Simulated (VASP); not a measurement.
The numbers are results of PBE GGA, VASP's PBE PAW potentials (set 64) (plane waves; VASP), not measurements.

VASP ran on this input.

KPOINTS:
```
kpoints
0
Gamma
 11 11 3
0.5 0.5 0.5
```

File POSCAR:
```
Ho
3.551020
  1.0000000000   0.0000000000   0.0000000000
 -0.5000000000   0.8660252547   0.0000000000
  0.0000000000   0.0000000000   3.2175065193
Ho
4
Cart
  0.0000000000   0.0000000000   0.0000000000
  0.0000000000   0.0000000000   1.6087532596
 -0.0000005000   0.5773504585   0.8043766298
  0.5000005000   0.2886747962   2.4131298894
```

**INCAR**
```
ALGO=Normal
EDIFF=1E-6
ENCUT=300
GGA=PE
ISIF=2
ISMEAR=-1
ISPIN=2
LASPH=T
LCHARG=F
LMAXMIX=6
LORBIT=11
LREAL=F
LWAVE=F
MAGMOM=4*4.0
NBANDS=44
NELM=100
PREC=Accurate
SIGMA=0.1
SYSTEM=Ho
```

POTCAR, in this order: Ho (PBE.64 set). Program: vasp_std.

The resulting files:

### OSZICAR
```
...
DAV:  12    -0.549783497291E+02    0.45901E+00   -0.87204E-01 24264   0.473E+00    0.157E+02
DAV:  13    -0.554458471208E+02   -0.46750E+00   -0.57242E-01 25152   0.191E+00    0.158E+02
DAV:  14    -0.573669957512E+02   -0.19211E+01   -0.15133E+00 15488   0.226E+01    0.159E+02
DAV:  15    -0.653835087161E+02   -0.80165E+01   -0.32376E+00 22824   0.184E+01    0.166E+02
DAV:  16    -0.656651239935E+02   -0.28162E+00   -0.23668E+00 23656   0.703E+00    0.163E+02
DAV:  17    -0.700483605653E+02   -0.43832E+01   -0.14495E+01 18136   0.512E+01    0.181E+02
DAV:  18    -0.686364477253E+02    0.14119E+01   -0.66361E+00 24368   0.155E+01    0.174E+02
DAV:  19    -0.600704323809E+02    0.85660E+01   -0.70239E+00 19984   0.181E+01    0.175E+02
DAV:  20    -0.458234805312E+02    0.14247E+02   -0.13470E+02 18280   0.949E+01    0.549E+02
DAV:  21    -0.568963297899E+02   -0.11073E+02   -0.94491E+01 23652   0.575E+01    0.383E+02
DAV:  22    -0.665670926673E+02   -0.96708E+01   -0.56716E+01 24840   0.392E+01    0.292E+02
DAV:  23    -0.661397693315E+02    0.42732E+00   -0.22514E+01 24532   0.234E+01    0.218E+02
DAV:  24    -0.622129015512E+02    0.39269E+01   -0.63632E+00 22704   0.143E+01    0.215E+02
DAV:  25    -0.517417556267E+02    0.10471E+02   -0.51259E+00 20096   0.175E+01    0.213E+02
DAV:  26    -0.537039435292E+02   -0.19622E+01   -0.35221E+00 21268   0.172E+01    0.208E+02
DAV:  27    -0.549941302762E+02   -0.12902E+01   -0.44428E+00 19088   0.155E+01    0.195E+02
DAV:  28    -0.525748573570E+02    0.24193E+01   -0.32681E+00 23520   0.110E+01    0.189E+02
DAV:  29    -0.519919346406E+02    0.58292E+00   -0.15497E+00 23692   0.612E+00    0.187E+02
DAV:  30    -0.494943709335E+02    0.24976E+01   -0.98355E+00 17896   0.250E+01    0.173E+02
DAV:  31    -0.508464018811E+02   -0.13520E+01   -0.44554E+00 24232   0.115E+01    0.173E+02
DAV:  32    -0.566053959703E+02   -0.57590E+01   -0.43655E+00 22164   0.256E+01    0.180E+02
DAV:  33    -0.526381740666E+02    0.39672E+01   -0.37092E+00 19348   0.229E+01    0.170E+02
DAV:  34    -0.373664218477E+02    0.15272E+02   -0.23760E+01 20420   0.392E+01    0.149E+02
DAV:  35    -0.398214000485E+02   -0.24550E+01   -0.15404E+01 21668   0.212E+01    0.139E+02
DAV:  36    -0.420133971739E+02   -0.21920E+01   -0.86016E+00 24108   0.168E+01    0.135E+02
DAV:  37    -0.289595885765E+02    0.13054E+02   -0.47556E+01 18592   0.622E+01    0.167E+02
DAV:  38    -0.232109368665E+02    0.57487E+01   -0.33363E+01 23592   0.538E+01    0.186E+02
DAV:  39    -0.237310341979E+02   -0.52010E+00   -0.25589E+01 25124   0.257E+01    0.132E+02
DAV:  40    -0.256518953014E+02   -0.19209E+01   -0.11791E+01 24636   0.151E+01    0.101E+02
DAV:  41    -0.249239949710E+02    0.72790E+00   -0.37498E+01 22348   0.452E+01    0.244E+02
DAV:  42    -0.326372258891E+02   -0.77132E+01   -0.15471E+01 25048   0.269E+01    0.158E+02
DAV:  43    -0.379628853809E+02   -0.53257E+01   -0.16914E+01 19468   0.424E+01    0.161E+02
DAV:  44    -0.392209286795E+02   -0.12580E+01   -0.10866E+01 24372   0.178E+01    0.120E+02
DAV:  45    -0.402396865338E+02   -0.10188E+01   -0.26771E+01 17068   0.392E+01    0.231E+02
DAV:  46    -0.417027753662E+02   -0.14631E+01   -0.11782E+01 23720   0.118E+01    0.145E+02
DAV:  47    -0.437264215450E+02   -0.20236E+01   -0.35357E+00 20552   0.763E+00    0.141E+02
DAV:  48    -0.424062093925E+02    0.13202E+01   -0.17943E+00 20892   0.797E+00    0.128E+02
DAV:  49    -0.399873509124E+02    0.24189E+01   -0.35725E+00 18768   0.150E+01    0.134E+02
DAV:  50    -0.307327037992E+02    0.92546E+01   -0.44977E+00 16556   0.253E+01    0.118E+02
DAV:  51    -0.192945428551E+02    0.11438E+02   -0.97758E+01 19800   0.108E+02    0.238E+02
DAV:  52    -0.244628814519E+02   -0.51683E+01   -0.54971E+01 23852   0.298E+01    0.179E+02
DAV:  53    -0.251055701928E+02   -0.64269E+00   -0.18666E+01 23448   0.158E+01    0.940E+01
DAV:  54    -0.223201764173E+02    0.27854E+01   -0.80238E+00 19848   0.325E+01    0.801E+01
DAV:  55    -0.218417418973E+02    0.47843E+00   -0.78982E+00 22204   0.212E+01    0.787E+01
DAV:  56    -0.211887561520E+02    0.65299E+00   -0.35552E+01 20528   0.488E+01    0.194E+02
DAV:  57    -0.229159845375E+02   -0.17272E+01   -0.18773E+01 24624   0.156E+01    0.918E+01
DAV:  58    -0.242649842040E+02   -0.13490E+01   -0.60611E+00 20652   0.215E+01    0.764E+01
DAV:  59    -0.227883034721E+02    0.14767E+01   -0.23331E+00 22336   0.185E+01    0.773E+01
DAV:  60    -0.215710440457E+02    0.12173E+01   -0.15214E+00 22880   0.151E+01    0.804E+01
DAV:  61    -0.207679221964E+02    0.80312E+00   -0.42799E+00 23388   0.161E+01    0.960E+01
DAV:  62    -0.212196019788E+02   -0.45168E+00   -0.26246E+00 24440   0.720E+00    0.819E+01
DAV:  63    -0.213609510029E+02   -0.14135E+00   -0.20460E+00 22332   0.104E+01    0.850E+01
DAV:  64    -0.221289503315E+02   -0.76800E+00   -0.16698E+00 24380   0.878E+00    0.814E+01
DAV:  65    -0.223019580168E+02   -0.17301E+00   -0.67247E-01 23388   0.358E+00    0.822E+01
DAV:  66    -0.208485979429E+02    0.14534E+01   -0.62450E+01 21604   0.532E+01    0.153E+02
DAV:  67    -0.241043106013E+02   -0.32557E+01   -0.20170E+01 23076   0.231E+01    0.758E+01
DAV:  68    -0.240301735919E+02    0.74137E-01   -0.12293E+01 22316   0.333E+01    0.741E+01
DAV:  69    -0.244058950785E+02   -0.37572E+00   -0.85686E+00 23296   0.158E+01    0.695E+01
DAV:  70    -0.232036505272E+02    0.12022E+01   -0.35314E+00 23888   0.140E+01    0.715E+01
DAV:  71    -0.225304316010E+02    0.67322E+00   -0.76536E+00 18304   0.333E+01    0.806E+01
DAV:  72    -0.221672230190E+02    0.36321E+00   -0.48098E+00 24392   0.140E+01    0.781E+01
DAV:  73    -0.235138878218E+02   -0.13467E+01   -0.12037E+00 21820   0.112E+01    0.806E+01
DAV:  74    -0.237918890015E+02   -0.27800E+00   -0.77000E-01 23128   0.468E+00    0.838E+01
DAV:  75    -0.237097519094E+02    0.82137E-01   -0.19580E-01 23120   0.221E+00    0.843E+01
DAV:  76    -0.189806669402E+02    0.47291E+01   -0.18068E+01 19904   0.297E+01    0.135E+02
DAV:  77    -0.182185427766E+02    0.76212E+00   -0.11702E+01 21624   0.333E+01    0.647E+01
DAV:  78    -0.192886360469E+02   -0.10701E+01   -0.30675E+00 22812   0.204E+01    0.607E+01
DAV:  79    -0.193939214231E+02   -0.10529E+00   -0.17219E+00 24348   0.716E+00    0.624E+01
DAV:  80    -0.195494878941E+02   -0.15557E+00   -0.10921E+00 24304   0.768E+00    0.607E+01
DAV:  81    -0.195582884636E+02   -0.88006E-02   -0.12556E+01 21000   0.249E+01    0.820E+01
DAV:  82    -0.197167529319E+02   -0.15846E+00   -0.72192E+00 22740   0.224E+01    0.556E+01
DAV:  83    -0.196674148940E+02    0.49338E-01   -0.37323E+00 23972   0.142E+01    0.440E+01
DAV:  84    -0.197124353807E+02   -0.45020E-01   -0.54647E+00 23796   0.173E+01    0.590E+01
DAV:  85    -0.200940927551E+02   -0.38166E+00   -0.40382E+00 23552   0.830E+00    0.421E+01
DAV:  86    -0.189577294680E+02    0.11364E+01   -0.13588E+01 20800   0.402E+01    0.389E+01
DAV:  87    -0.206025774574E+02   -0.16448E+01   -0.62468E+00 23820   0.149E+01    0.299E+01
DAV:  88    -0.206238658295E+02   -0.21288E-01   -0.23273E+00 21192   0.140E+01    0.300E+01
DAV:  89    -0.203040210918E+02    0.31984E+00   -0.13007E+00 23268   0.100E+01    0.322E+01
DAV:  90    -0.202056252165E+02    0.98396E-01   -0.54297E-01 23928   0.585E+00    0.323E+01
DAV:  91    -0.196190938692E+02    0.58653E+00   -0.74728E-01 19024   0.162E+01    0.327E+01
DAV:  92    -0.194203860452E+02    0.19871E+00   -0.99278E-01 22608   0.109E+01    0.333E+01
DAV:  93    -0.194525535244E+02   -0.32167E-01   -0.73691E-01 24420   0.422E+00    0.338E+01
DAV:  94    -0.194168282099E+02    0.35725E-01   -0.20304E-01 23508   0.216E+00    0.341E+01
DAV:  95    -0.195570062007E+02   -0.14018E+00   -0.29646E-01 22524   0.272E+00    0.342E+01
DAV:  96    -0.201636335565E+02   -0.60663E+00   -0.33232E+00 17248   0.244E+01    0.343E+01
DAV:  97    -0.200955073055E+02    0.68126E-01   -0.12136E+00 21764   0.146E+01    0.327E+01
DAV:  98    -0.201601167162E+02   -0.64609E-01   -0.55914E-01 22568   0.267E+00    0.333E+01
DAV:  99    -0.200968204064E+02    0.63296E-01   -0.17505E-01 24824   0.145E+00    0.337E+01
DAV: 100    -0.203003490129E+02   -0.20353E+00   -0.64948E-01 20696   0.586E+00
   1 F= -.20300349E+02 E0= -.20045335E+02  d E =-.510028E+00  mag=     1.5899
```

**OUTCAR**
```
------------------------ aborting loop EDIFF was not reached (unconverged)  ----------------------------
  FORCE on cell =-STRESS in cart. coord.  units (eV):
  Direction    XX          YY          ZZ          XY          YZ          ZX
  --------------------------------------------------------------------------------------
  Total       36.6631596     36.6631470    -10.5659077      0.0000000      0.0000000      0.0000000
  in kB      470.7942223    470.7940602   -135.6775669      0.0000000      0.0000000      0.0000000
  external PRESSURE =     268.6369052 kB  Pullay stress =       0.0000000 kB
  volume of cell :      124.77
      direct lattice vectors                 reciprocal lattice vectors
     3.551020000  0.000000000  0.000000000     0.281609228  0.162587191  0.000000000
    -1.775510000  3.075273000  0.000000000     0.000000000  0.325174383  0.000000000
     0.000000000  0.000000000 11.425430000     0.000000000  0.000000000  0.087524058
 POSITION                                       TOTAL-FORCE (eV/Angst)
 -----------------------------------------------------------------------------------
      0.00000      0.00000      0.00000         0.000000     -0.000000      0.000000
      0.00000      0.00000      5.71272         0.000000     -0.000000      0.000000
     -0.00000      2.05018      2.85636         0.000000     -0.000000     -0.000000
      1.77551      1.02509      8.56907        -0.000000      0.000000      0.000000
 -----------------------------------------------------------------------------------
    total drift:                                0.000000     -0.000000      0.000000
  FREE ENERGIE OF THE ION-ELECTRON SYSTEM (eV)
  ---------------------------------------------------
  free  energy   TOTEN  =       -20.3003490129 eV

  energy  without entropy=      -19.7903214951  energy(sigma->0) =      -20.04533525

 total charge

# of ion       s       p       d       f       tot
--------------------------------------------------
    1        2.120   5.690   0.429  10.959  19.197
    2        2.120   5.690   0.429  10.959  19.197
    3        2.122   5.704   0.411   9.582  17.819
    4        2.122   5.704   0.411   9.582  17.819
--------------------------------------------------
tot          8.484  22.787   1.680  41.081  74.032

 magnetization (x)

# of ion       s       p       d       f       tot
--------------------------------------------------
    1       -0.004   0.004  -0.074  -0.888  -0.963
    2       -0.004   0.004  -0.074  -0.888  -0.963
    3        0.002  -0.031  -0.081   3.358   3.248
    4        0.002  -0.031  -0.081   3.358   3.248
--------------------------------------------------
tot         -0.006  -0.054  -0.310   4.940   4.570
```
(Selected blocks of OUTCAR.)

stdout:
```
...
 -----------------------------------------------------------------------------
|                                                                             |
|           W    W    AA    RRRRR   N    N  II  N    N   GGGG   !!!           |
|           W    W   A  A   R    R  NN   N  II  NN   N  G    G  !!!           |
|           W    W  A    A  R    R  N N  N  II  N N  N  G       !!!           |
|           W WW W  AAAAAA  RRRRR   N  N N  II  N  N N  G  GGG   !            |
|           WW  WW  A    A  R   R   N   NN  II  N   NN  G    G                |
|           W    W  A    A  R    R  N    N  II  N    N   GGGG   !!!           |
|                                                                             |
|     The electronic self-consistency was not achieved in the given           |
|     number of steps (NELM). The forces and other quantities evaluated       |
|     might not be reliable so examine the results carefully. If you find     |
|     spurious results, we suggest increasing NELM, if you were close to      |
|     convergence or switching to a different ALGO or adjusting the           |
|     density mixing parameters otherwise.                                    |
|                                                                             |
 -----------------------------------------------------------------------------

 -----------------------------------------------------------------------------
|                                                                             |
|           W    W    AA    RRRRR   N    N  II  N    N   GGGG   !!!           |
|           W    W   A  A   R    R  NN   N  II  NN   N  G    G  !!!           |
|           W    W  A    A  R    R  N N  N  II  N N  N  G       !!!           |
|           W WW W  AAAAAA  RRRRR   N  N N  II  N  N N  G  GGG   !            |
|           WW  WW  A    A  R   R   N   NN  II  N   NN  G    G                |
|           W    W  A    A  R    R  N    N  II  N    N   GGGG   !!!           |
|                                                                             |
|     Your highest band is occupied at some k-points! Unless you are          |
|     performing a calculation for an insulator or semiconductor, without     |
|     unoccupied bands, you have included TOO FEW BANDS!! Please increase     |
|     the parameter NBANDS in file INCAR to ensure that the highest band      |
|     is unoccupied at all k-points. It is always recommended to include      |
|     a few unoccupied bands to accelerate the convergence of                 |
|     molecular-dynamics runs (even for insulators or semiconductors),        |
|     since the presence of unoccupied bands improves wavefunction            |
|     prediction and helps to suppress 'band-crossings'.                      |
|                                                                             |
 -----------------------------------------------------------------------------

   1 F= -.20300349E+02 E0= -.20045335E+02  d E =-.510028E+00  mag=     1.5899
```

Convergence was not reached.

At this cut-off the stress carries a Pulay error, which pulls relaxed volumes low.

The structure was generated: Ho was put into an ordered model structure, which need not be its known phase. The cell was not relaxed at this level. The run is one of a series of settings (NBANDS = 44 against the base run), some of them coarse on purpose. VASP warned that the highest band is occupied, so more bands are needed.
